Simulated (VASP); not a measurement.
# Ti2RuC3 (I4/mmm) in VASP: density of states with PBE

Aim: the density of states of Ti2RuC3 with PBE.

All numbers are computed with VASP 6.6.1; they aren't measurements. Logs are shortened: lines on timing, memory, paths and dates and some standing lists are left out, and cuts for length are marked.

**1. Starting point**

The structure is tetragonal, space group I4/mmm (No. 139). The conventional cell has a = 3.056 Å, b = 3.056 Å, c = 12.897 Å, α = 90.00°, β = 90.00°, γ = 90.00°. Ti (site symmetry 4mm) is surrounded by 6 C at 2.14 to 2.16 Å. Ru (site symmetry 4/mmm) is surrounded by 6 C at 2.15 to 2.16 Å. C (site symmetry 4mm) has 5 Ti at 2.14 to 2.16 Å and 1 Ru at 2.15 Å as nearest neighbours. Around C (site symmetry 4/mmm) lie 4 Ru at 2.16 Å and 2 Ti at 2.16 Å.

The cell was built by a generator and needn't be a form met in nature.

**2. Density of states, PBE**

Input file POSCAR:

```
Ti2RuC3
1.0
   -1.5277700000      1.5277700000      6.4484500000
    1.5277700000     -1.5277700000      6.4484500000
    1.5277700000      1.5277700000     -6.4484500000
Ti Ru C
2 1 3
Direct
    0.6676550000      0.6676550000      0.0000000000
    0.3323450000      0.3323450000      0.0000000000
    0.0000000000      0.0000000000      0.0000000000
    0.8332790000      0.8332790000      0.0000000000
    0.1667210000      0.1667210000      0.0000000000
    0.5000000000      0.5000000000      0.0000000000
```

Input file INCAR.step1:

```
SYSTEM = Ti2RuC3
PREC = Accurate ; ENCUT = 520
EDIFF = 1E-6 ; ISMEAR = 0
SIGMA = 0.1 ; LREAL = .FALSE.
LASPH = .TRUE. ; NELM = 100
ALGO = Normal ; ISIF = 2
LWAVE = .FALSE. ; LCHARG = .TRUE.
LMAXMIX = 4 ; GGA = PE
KPAR = 8
```

Input file KPOINTS.step1:

```
regular mesh
0
G
  14 14 14
  0 0 0
```

Input file INCAR.step2:

```
SYSTEM = Ti2RuC3
PREC = Accurate ; ENCUT = 520
EDIFF = 1E-6 ; ISMEAR = -5
SIGMA = 0.1 ; LREAL = .FALSE.
LASPH = .TRUE. ; NELM = 100
ALGO = Normal ; ISIF = 2
LWAVE = .FALSE. ; LCHARG = .FALSE.
LMAXMIX = 4 ; GGA = PE
LORBIT = 10 ; KPAR = 8
NEDOS = 2001 ; ICHARG = 11
```

Input file KPOINTS.step2:

```
regular mesh
0
G
  21 21 21
  0 0 0
```

Potentials or basis: VASP PAW PBE potentials, release 64 (Ti_sv, Ru_pv, C).

Run with:

```bash
$ cat potpaw_PBE.64/Ti_sv/POTCAR potpaw_PBE.64/Ru_pv/POTCAR potpaw_PBE.64/C/POTCAR > POTCAR
$ cp INCAR.step1 INCAR
$ cp KPOINTS.step1 KPOINTS
$ mpirun -np 8 vasp_std > vasp.out
$ cp INCAR.step2 INCAR
$ cp KPOINTS.step2 KPOINTS
$ mpirun -np 8 vasp_std > vasp.out
```

OUTCAR:

```text
SYSTEM = Ti2RuC3
   PREC = Accurate
   ENCUT = 520
   EDIFF = 1E-6
   ISMEAR = -5
   LREAL = .FALSE.
   LASPH = .TRUE.
   NELM = 100
   ISIF = 2
   GGA = PE
   LORBIT = 10
   ICHARG = 11

 ion  position               nearest neighbor table
   1  0.668  0.668  0.000-   4 2.14   5 2.16   5 2.16   5 2.16   5 2.16   6 2.16   3 3.06   3 3.06
                             3 3.06   3 3.06
   2  0.332  0.332  0.000-   5 2.14   4 2.16   4 2.16   4 2.16   4 2.16   6 2.16   3 3.06   3 3.06
                             3 3.06   3 3.06
   3  0.000  0.000  0.000-   4 2.15   5 2.15   6 2.16   6 2.16   6 2.16   6 2.16   1 3.06   2 3.06
                             1 3.06   2 3.06   1 3.06   2 3.06   2 3.06   1 3.06
   4  0.833  0.833  0.000-   1 2.14   3 2.15   2 2.16   2 2.16   2 2.16   2 2.16
   5  0.167  0.167  0.000-   2 2.14   3 2.15   1 2.16   1 2.16   1 2.16   1 2.16
   6  0.500  0.500  0.000-   3 2.16   3 2.16   3 2.16   3 2.16   2 2.16   1 2.16

  LATTYP: Found a body centered tetragonal cell.
 ALAT       =     3.0555400000
 C/A-ratio  =     4.2208251242

  Lattice vectors:

 A1 = (  -1.5277700000,   1.5277700000,   6.4484500000)
 A2 = (   1.5277700000,  -1.5277700000,   6.4484500000)
 A3 = (   1.5277700000,   1.5277700000,  -6.4484500000)

Analysis of symmetry for initial positions (statically):
=====================================================================
 Subroutine PRICEL returns:
 Original cell was already a primitive cell.

 Routine SETGRP: Setting up the symmetry group for a
 body centered tetragonal supercell.

 Subroutine GETGRP returns: Found 16 space group operations
 (whereof 16 operations were pure point group operations)
 out of a pool of 16 trial point group operations.

The static configuration has the point symmetry D_4h.

Analysis of symmetry for dynamics (positions and initial velocities):
=====================================================================
 Subroutine PRICEL returns:
 Original cell was already a primitive cell.

 Routine SETGRP: Setting up the symmetry group for a
 body centered tetragonal supercell.

 Subroutine GETGRP returns: Found 16 space group operations
 (whereof 16 operations were pure point group operations)
 out of a pool of 16 trial point group operations.

The dynamic configuration has the point symmetry D_4h.

 Subroutine INISYM returns: Found 16 space group operations
 (whereof 16 operations are pure point group operations),
 and found     1 'primitive' translations

----------------------------------------------------------------------------------------

                                     Primitive cell

[... 118 lines left out ...]
   IMIX   =      4    mixing-type and parameters
     AMIX     =   0.40;   BMIX     =  1.00
     AMIX_MAG =   1.60;   BMIX_MAG =  1.00
  volume/ion in A,a.u.               =      10.03        67.71
  Fermi-wavevector in a.u.,A,eV,Ry     =   1.538820  2.907948 32.218134  2.367966
  Thomas-Fermi vector in A             =   2.645135
   LORBIT       =     10    0 simple, 1 ext, 2 COOP (PROOUT), +10 PAW based schemes
   GGA     = PE    functional components
   LHFCALC =     F    Hartree Fock is set to
   AEXX    =    0.0000 exact exchange contribution
   IVDW    =     0    specifies the selected vdW correction
   LEPSILON=     F    determine dielectric tensor
   LRPA    =     F    only Hartree local field effects (RPA)
 non-spin polarized calculation
 Fermi weights with tetrahedron method with Bloechl corrections
  energy-cutoff  :      520.00
  volume of cell :       60.20
 maximum number of plane-waves:      1638
 NGX is ok and might be reduce to    54

 number of electron      50.0000001 magnetization

 Free energy of the ion-electron system (eV)
  ---------------------------------------------------
  ext. energy  EPLUGINS =         0.00000000
  ---------------------------------------------------
  free energy    TOTEN  =       -54.08129202 eV

  energy without entropy =      -54.08129202  energy(sigma->0) =      -54.08129202

 E-fermi :  10.4412     XC(G=0): -13.0711

 val. band max:       10.5304553461   @ k =   0.0952   0.0952   0.0952
 cond. band min:      10.3558803258   @ k =   0.0952   0.0952   0.0476
 fundamental gap:     -0.1745750204
 Fermi energy:        10.4411732719

 k-point     1 :       0.0000    0.0000    0.0000
  band No.  band energies     occupation
      1     -46.3348      2.00000
      2     -46.2795      2.00000
      3     -33.0222      2.00000
      4     -32.8768      2.00000
      5     -32.8768      2.00000
      6     -22.8097      2.00000
[... 781 lines left out ...]
     29      12.9230      0.00000
     30      13.1629      0.00000

 [... further k-points ...]

------------------------ aborting loop because EDIFF is reached ----------------------------------------

  FORCE on cell =-STRESS in cart. coord.  units (eV):
  Direction    XX          YY          ZZ          XY          YZ          ZX
  --------------------------------------------------------------------------------------
  -------------------------------------------------------------------------------------
  Total        0.1243341      0.1243341      0.1626209      0.0000000      0.0000000     -0.0000000
  in kB        3.3087921      3.3087921      4.3276843      0.0000000      0.0000000     -0.0000000
  external PRESSURE =       3.6484228 kB  Pullay stress =       0.0000000 kB

 VOLUME and BASIS-vectors are now :
 -----------------------------------------------------------------------------
  energy-cutoff  :      520.00
  volume of cell :       60.20
      direct lattice vectors                 reciprocal lattice vectors
    -1.527770000  1.527770000  6.448450000     0.000000000  0.327274393  0.077538013
     1.527770000 -1.527770000  6.448450000     0.327274393  0.000000000  0.077538013
     1.527770000  1.527770000 -6.448450000     0.327274393  0.327274393  0.000000000

 POSITION                                       TOTAL-FORCE (eV/Angst)
 -----------------------------------------------------------------------------------
      0.00000      0.00000      8.61068        -0.000000     -0.000000      0.010489
      0.00000      0.00000      4.28622         0.000000      0.000000     -0.010489
      0.00000      0.00000      0.00000        -0.000000     -0.000000     -0.000000
      0.00000      0.00000     10.74672        -0.000000     -0.000000      0.021138
      0.00000      0.00000      2.15018         0.000000      0.000000     -0.021138
      0.00000      0.00000      6.44845        -0.000000     -0.000000      0.000000
 -----------------------------------------------------------------------------------
    total drift:                                0.000000     -0.000000      0.000000

  FREE ENERGIE OF THE ION-ELECTRON SYSTEM (eV)
  ---------------------------------------------------
  free  energy   TOTEN  =       -54.0812920230 eV

  energy  without entropy=      -54.0812920230  energy(sigma->0) =      -54.08129202

 total charge

# of ion       s       p       d       tot
------------------------------------------
    1        2.192   6.242   1.987  10.422
    2        2.192   6.242   1.987  10.422
    3        0.328   6.341   5.985  12.654
    4        0.891   1.509   0.000   2.400
    5        0.891   1.509   0.000   2.400
    6        0.886   1.453   0.000   2.339
--------------------------------------------------
tot          7.381  23.296   9.960  40.637
```

OSZICAR.step1:

```text
N       E                     dE             d eps       ncg     rms          rms(c)
DAV:   1     0.624268835080E+03    0.62427E+03   -0.25900E+04 14648   0.198E+03
DAV:   2     0.142202157818E+02   -0.61005E+03   -0.59578E+03 14890   0.587E+02
DAV:   3    -0.630290748823E+02   -0.77249E+02   -0.75412E+02 24986   0.171E+02
DAV:   4    -0.685702125626E+02   -0.55411E+01   -0.54736E+01 20506   0.416E+01
DAV:   5    -0.688290044447E+02   -0.25879E+00   -0.25848E+00 20944   0.831E+00    0.385E+01
DAV:   6    -0.589121785911E+02    0.99168E+01   -0.14909E+02 18996   0.822E+01    0.210E+01
DAV:   7    -0.549766360907E+02    0.39355E+01   -0.37692E+01 19250   0.454E+01    0.107E+01
DAV:   8    -0.543729268108E+02    0.60371E+00   -0.18148E+01 20116   0.265E+01    0.706E+00
DAV:   9    -0.540969324805E+02    0.27599E+00   -0.17580E+00 20126   0.933E+00    0.272E+00
DAV:  10    -0.540969143260E+02    0.18154E-04   -0.49075E-01 23158   0.418E+00    0.111E+00
DAV:  11    -0.540889386324E+02    0.79757E-02   -0.60506E-02 19230   0.175E+00    0.507E-01
DAV:  12    -0.540898956819E+02   -0.95705E-03   -0.14939E-02 20798   0.942E-01    0.130E-01
DAV:  13    -0.540896326520E+02    0.26303E-03   -0.23285E-03 19904   0.328E-01    0.453E-02
DAV:  14    -0.540896394045E+02   -0.67525E-05   -0.10603E-04 20378   0.734E-02    0.139E-02
DAV:  15    -0.540896376959E+02    0.17086E-05   -0.11943E-05 20984   0.216E-02    0.702E-03
DAV:  16    -0.540896361679E+02    0.15280E-05   -0.20916E-06 12986   0.996E-03    0.370E-03
DAV:  17    -0.540896362629E+02   -0.95036E-07   -0.77637E-07 11200   0.623E-03
   1 F= -.54089636E+02 E0= -.54082932E+02  d E =-.134084E-01
```

Wall time 15 min (8 MPI ranks of Intel Xeon Platinum 8488C (Sapphire Rapids), shared host); peak memory 1.4 GiB.

What came out:

- Valence electrons inside the program's atomic spheres: Ti 10.42; Ru 12.65; C 2.40, 2.34

States per cell in windows of 0.5 eV (zero at the Fermi level; states under -8 eV left out):
```
from (eV)  total  Ru3_d  Ti1_d  Ti2_d  C6_p  C4_p  C5_p
     -8.0   0.00   0.00   0.00   0.00  0.00  0.00  0.00
     -7.5   0.07   0.02   0.00   0.00  0.01  0.00  0.00
     -7.0   0.36   0.09   0.01   0.01  0.05  0.01  0.01
     -6.5   0.82   0.22   0.02   0.02  0.11  0.02  0.02
     -6.0   1.23   0.36   0.04   0.04  0.17  0.04  0.04
     -5.5   1.74   0.52   0.06   0.06  0.20  0.08  0.08
     -5.0   2.27   0.68   0.07   0.07  0.25  0.10  0.10
     -4.5   2.39   0.74   0.11   0.11  0.12  0.17  0.17
     -4.0   2.28   0.42   0.24   0.24  0.08  0.21  0.21
     -3.5   1.92   0.28   0.24   0.24  0.07  0.17  0.17
     -3.0   2.57   0.29   0.38   0.38  0.09  0.27  0.27
     -2.5   1.24   0.13   0.18   0.18  0.06  0.13  0.13
     -2.0   0.81   0.09   0.12   0.12  0.03  0.09  0.09
     -1.5   0.90   0.21   0.09   0.09  0.08  0.07  0.07
     -1.0   1.70   0.74   0.14   0.14  0.06  0.10  0.10
     -0.5   1.87   0.95   0.17   0.17  0.08  0.06  0.06
      0.0   1.38   0.63   0.12   0.12  0.11  0.05  0.05
      0.5   1.03   0.34   0.13   0.13  0.12  0.03  0.03
      1.0   1.55   0.34   0.35   0.35  0.09  0.05  0.05
      1.5   1.93   0.30   0.56   0.56  0.06  0.06  0.06
      2.0   2.03   0.19   0.70   0.70  0.05  0.04  0.04
      2.5   1.99   0.15   0.73   0.73  0.06  0.03  0.03
      3.0   0.18   0.01   0.07   0.07  0.01  0.00  0.00
      3.5   0.00   0.00   0.00   0.00  0.00  0.00  0.00
      4.0   0.00   0.00   0.00   0.00  0.00  0.00  0.00
      4.5   0.00   0.00   0.00   0.00  0.00  0.00  0.00
      5.0   0.00   0.00   0.00   0.00  0.00  0.00  0.00
      5.5   0.00   0.00   0.00   0.00  0.00  0.00  0.00
```

Caveat: tetrahedron occupations give inexact forces and stress in metals.
